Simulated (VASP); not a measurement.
Method: PBE GGA, VASP's PBE PAW potentials (set 64) (plane waves; VASP).

The input files of a VASP run:

KPOINTS:
```
Automatic mesh
0
Gamma
11 12 12
0 0 0
```

### POSCAR
```
CoAl
2.9372940
  1.0000000000   0.0000000000   0.0000000000
  0.0000000000   0.9511138483   0.0000000000
  0.0000000000   0.0000000000   0.9633523236
Al Co
1 1
direct
  0.5000000000   0.5000000000   0.5000000000
  0.0326610000   0.0000000000   0.0000000000
```

INCAR:
```
PREC=Accurate
LREAL=.False.
SIGMA=0.1
LASPH=.True.   ! aspherical one-centre terms
NELM=100
ISIF=2
ISMEAR=1   ! Methfessel-Paxton
LWAVE=.False.
SYSTEM=CoAl
LCHARG=.False.
ALGO=Normal   ! blocked Davidson
GGA=PE
ENCUT=520   ! plane-wave cut-off (eV)
EDIFF=1E-6
LMAXMIX=4   ! l cut-off of mixed one-centre charges
```

POTCAR, in this order: Al Co_pv (PBE.64 set). Program: vasp_std.

Output of the run:

### OSZICAR
```
       N       E                     dE             d eps       ncg     rms          rms(c)
DAV:   1     0.105094512510E+03    0.10509E+03   -0.10402E+04  7680   0.207E+03
DAV:   2    -0.103856729597E+02   -0.11548E+03   -0.11134E+03  7714   0.376E+02
DAV:   3    -0.136165032384E+02   -0.32308E+01   -0.32143E+01  9179   0.711E+01
DAV:   4    -0.136651096171E+02   -0.48606E-01   -0.48597E-01  8621   0.834E+00
DAV:   5    -0.136667170854E+02   -0.16075E-02   -0.16075E-02  9792   0.146E+00    0.134E+01
DAV:   6    -0.166605526507E+02   -0.29938E+01   -0.32352E+01  7859   0.986E+01    0.195E+01
DAV:   7    -0.119464472374E+02    0.47141E+01   -0.13451E+01  8109   0.612E+01    0.170E+00
DAV:   8    -0.119502309879E+02   -0.37838E-02   -0.20068E-01  7969   0.391E+00    0.110E+00
DAV:   9    -0.119415209767E+02    0.87100E-02   -0.16942E-02  9340   0.192E+00    0.255E-01
DAV:  10    -0.119409793123E+02    0.54166E-03   -0.13966E-03  8519   0.621E-01    0.817E-02
DAV:  11    -0.119409658023E+02    0.13510E-04   -0.52009E-05  9009   0.758E-02    0.329E-02
DAV:  12    -0.119409596334E+02    0.61690E-05   -0.15852E-05  9089   0.656E-02    0.688E-03
DAV:  13    -0.119409594892E+02    0.14414E-06   -0.63704E-07  4487   0.111E-02
   1 F= -.11940959E+02 E0= -.11940719E+02  d E =-.721136E-03
```

File OUTCAR:
```
------------------------ aborting loop because EDIFF is reached ----------------------------------------
  FORCE on cell =-STRESS in cart. coord.  units (eV):
  Direction    XX          YY          ZZ          XY          YZ          ZX
  --------------------------------------------------------------------------------------
  Total       -0.4638339      0.6277925      0.2027667      0.0000000      0.0000000      0.0000000
  in kB      -32.0046591     43.3178399     13.9909505      0.0000000      0.0000000      0.0000000
  external PRESSURE =       8.4347104 kB  Pullay stress =       0.0000000 kB
  volume of cell :       23.22
      direct lattice vectors                 reciprocal lattice vectors
     2.937294000  0.000000000  0.000000000     0.340449407  0.000000000  0.000000000
     0.000000000  2.793701000  0.000000000     0.000000000  0.357948113  0.000000000
     0.000000000  0.000000000  2.829649000     0.000000000  0.000000000  0.353400722
 POSITION                                       TOTAL-FORCE (eV/Angst)
 -----------------------------------------------------------------------------------
      1.46865      1.39685      1.41482         0.700354      0.000000      0.000000
      0.09593      0.00000      0.00000        -0.700354      0.000000      0.000000
 -----------------------------------------------------------------------------------
    total drift:                               -0.000281      0.000000     -0.000009
  FREE ENERGIE OF THE ION-ELECTRON SYSTEM (eV)
  ---------------------------------------------------
  free  energy   TOTEN  =       -11.9409594892 eV

  energy  without entropy=      -11.9402383533  energy(sigma->0) =      -11.94071911
```
(Selected blocks of OUTCAR.)

The compound is CoAl in the CsCl type structure. The cell was not relaxed at this level, atoms are displaced from their ideal sites. The run is one of a series of settings (ENCUT = 520, POTCAR Al Co_pv (PBE.64 set) against the base run), some of them coarse on purpose. The run is not spin-polarised, so no magnetic state was tried.
